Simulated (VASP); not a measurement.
Level of theory: LDA (Ceperley-Alder, Perdew-Zunger), VASP's LDA PAW potentials (set 64) (plane waves; VASP).

The input files of a VASP run:

### POSCAR
```
Pt
1
    0.0000000000     1.9382944803     1.9382944803
    1.9382944803    -0.0000000000     1.9382944803
    1.9382944803     1.9382944803    -0.0000000000
Pt
1
Direct
  0.0000000000   0.0000000000   0.0000000000
```

### INCAR
```
SYSTEM=Pt
ENCUT=500   # plane-wave cut-off (eV)
LASPH=T   # aspherical one-centre terms
IBRION=2
EDIFF=1E-6   # SCF stop (eV)
SIGMA=0.1   # width (eV)
PSTRESS=50
NELM=100   # most electronic steps
PREC=Accurate
LCHARG=F
LMAXMIX=6
ISMEAR=1   # Methfessel-Paxton
LWAVE=F
EDIFFG=-0.02   # ionic stop
ALGO=Normal
ISIF=3
LREAL=F
NSW=40
```

**KPOINTS**
```
Automatic mesh
0
Gamma
16 16 16
0 0 0
```

POTCAR, in this order: Pt (LDA.64 set). Program: vasp_std.

The run wrote:

OUTCAR:
```
 ion  position               nearest neighbor table
   1  0.000  0.000  0.000-
  LATTYP: Found a face centered cubic cell.
 ALAT       =     3.8765889606
 Subroutine PRICEL returns:
 Original cell was already a primitive cell.
 Subroutine GETGRP returns: Found 48 space group operations
The static configuration has the point symmetry O_h .
The dynamic configuration has the point symmetry O_h .
 Subroutine INISYM returns: Found 48 space group operations
 Subroutine IBZKPT returns following result:
 Found    145 irreducible k-points:

 Following reciprocal coordinates:
            Coordinates               Weight
  0.000000  0.000000  0.000000      1.000000
  0.062500  0.000000  0.000000      8.000000
  0.125000  0.000000  0.000000      8.000000
  0.187500  0.000000  0.000000      8.000000
  0.250000  0.000000  0.000000      8.000000
  0.312500  0.000000  0.000000      8.000000
  0.375000  0.000000  0.000000      8.000000
  0.437500  0.000000  0.000000      8.000000
  0.500000  0.000000  0.000000      4.000000
  0.062500  0.062500  0.000000      6.000000
  0.125000  0.062500  0.000000     24.000000
  0.187500  0.062500  0.000000     24.000000
  0.250000  0.062500  0.000000     24.000000
  0.312500  0.062500  0.000000     24.000000
  0.375000  0.062500  0.000000     24.000000
  0.437500  0.062500  0.000000     24.000000
  0.500000  0.062500  0.000000     24.000000
 -0.437500  0.062500  0.000000     24.000000
 -0.375000  0.062500  0.000000     24.000000
 -0.312500  0.062500  0.000000     24.000000
 -0.250000  0.062500  0.000000     24.000000
 -0.187500  0.062500  0.000000     24.000000
 -0.125000  0.062500  0.000000     24.000000
 -0.062500  0.062500  0.000000     12.000000
  0.125000  0.125000  0.000000      6.000000
  0.187500  0.125000  0.000000     24.000000
  0.250000  0.125000  0.000000     24.000000
  0.312500  0.125000  0.000000     24.000000
  0.375000  0.125000  0.000000     24.000000
  0.437500  0.125000  0.000000     24.000000
  0.500000  0.125000  0.000000     24.000000
 -0.437500  0.125000  0.000000     24.000000
 -0.375000  0.125000  0.000000     24.000000
 -0.312500  0.125000  0.000000     24.000000
 -0.250000  0.125000  0.000000     24.000000
 -0.187500  0.125000  0.000000     24.000000
 -0.125000  0.125000  0.000000     12.000000
  0.187500  0.187500  0.000000      6.000000
  0.250000  0.187500  0.000000     24.000000
  0.312500  0.187500  0.000000     24.000000
   k-points           NKPTS =    145   k-points in BZ     NKDIM =    145   number of bands    NBANDS=      9
   number of dos      NEDOS =    301   number of ions     NIONS =      1
   total plane-waves  NPLWV =   8000
   dimension x,y,z NGX =    20 NGY =   20 NGZ =   20
   dimension x,y,z NGXF=    40 NGYF=   40 NGZF=   40
   ions per type =               1
   PREC   = accura    normal or accurate (medium, high low for compatibility)
   ISTART =      0    job   : 0-new  1-cont  2-samecut
   ICHARG =      2    charge: 1-file 2-atom 10-const
   ISPIN  =      1    spin polarized calculation?
   LNONCOLLINEAR =      F non collinear calculations
   LSORBIT =      F    spin-orbit coupling
   INIWAV =      1    electr: 0-lowe 1-rand  2-diag
   ENCUT  =  500.0 eV  36.75 Ry    6.06 a.u.   5.00  5.00  5.00*2*pi/ulx,y,z
   NELM   =    100;   NELMIN=  2; NELMDL= -5     # of ELM steps
   EDIFF  = 0.1E-05   stopping-criterion for ELM
   LREAL  =      F    real-space projection
   NLSPLINE    = F    spline interpolate recip. space projectors
   LMAXMIX     =    6 max onsite mixed and CHGCAR
   VOSKOWN=      0    Vosko Wilk Nusair interpolation
...
```

OSZICAR:
```
       N       E                     dE             d eps       ncg     rms          rms(c)
DAV:   1     0.340529366635E+02    0.34053E+02   -0.54319E+03  2786   0.100E+03
DAV:   2    -0.752145282791E+01   -0.41574E+02   -0.39585E+02  2752   0.184E+02
DAV:   3    -0.793317473712E+01   -0.41172E+00   -0.39806E+00  3062   0.184E+01
DAV:   4    -0.793449119654E+01   -0.13165E-02   -0.13164E-02  3075   0.111E+00
DAV:   5    -0.793449946812E+01   -0.82716E-05   -0.82717E-05  3003   0.795E-02    0.147E+01
DAV:   6    -0.755406869756E+01    0.38043E+00   -0.95737E-01  2658   0.890E+00    0.756E+00
DAV:   7    -0.750502897396E+01    0.49040E-01   -0.17174E-01  2768   0.361E+00    0.263E+00
DAV:   8    -0.750015668639E+01    0.48723E-02   -0.65814E-03  2776   0.883E-01    0.511E-01
DAV:   9    -0.750001675566E+01    0.13993E-03   -0.92415E-05  2786   0.109E-01    0.403E-02
DAV:  10    -0.750001809098E+01   -0.13353E-05   -0.23727E-06  2935   0.130E-02    0.275E-03
DAV:  11    -0.750001811519E+01   -0.24216E-07   -0.59155E-08  1397   0.265E-03
   1 F= -.70455026E+01 E0= -.70452884E+01  d E =-.704550E+01
```

**OUTCAR**
```
------------------------ aborting loop because EDIFF is reached ----------------------------------------
  FORCE on cell =-STRESS in cart. coord.  units (eV):
  Direction    XX          YY          ZZ          XY          YZ          ZX
  --------------------------------------------------------------------------------------
  Total        0.4443562      0.4443562      0.4443562      0.0000000     -0.0000000     -0.0000000
  in kB       48.8823994     48.8823994     48.8823994      0.0000000     -0.0000000     -0.0000000
  external PRESSURE =      -1.1176006 kB  Pullay stress =      50.0000000 kB
  volume of cell :       14.56
      direct lattice vectors                 reciprocal lattice vectors
     0.000000000  1.938294480  1.938294480    -0.257958739  0.257958739  0.257958739
     1.938294480  0.000000000  1.938294480     0.257958739 -0.257958739  0.257958739
     1.938294480  1.938294480  0.000000000     0.257958739  0.257958739 -0.257958739
 POSITION                                       TOTAL-FORCE (eV/Angst)
 -----------------------------------------------------------------------------------
      0.00000      0.00000      0.00000         0.000000      0.000000     -0.000000
 -----------------------------------------------------------------------------------
    total drift:                                0.000000      0.000000      0.000000
  FREE ENERGIE OF THE ION-ELECTRON SYSTEM (eV)
  ---------------------------------------------------
  free  energy   TOTEN  =        -7.5000181152 eV

  energy  without entropy=       -7.4993754300  energy(sigma->0) =       -7.49980389
  enthalpy is  TOTEN    =        -7.0455026189 eV   P V=        0.4545154963

 reached required accuracy - stopping structural energy minimisation
```
(Selected blocks of OUTCAR.)

The compound is Pt in the fcc structure. It was relaxed first under an external pressure of 5 GPa.
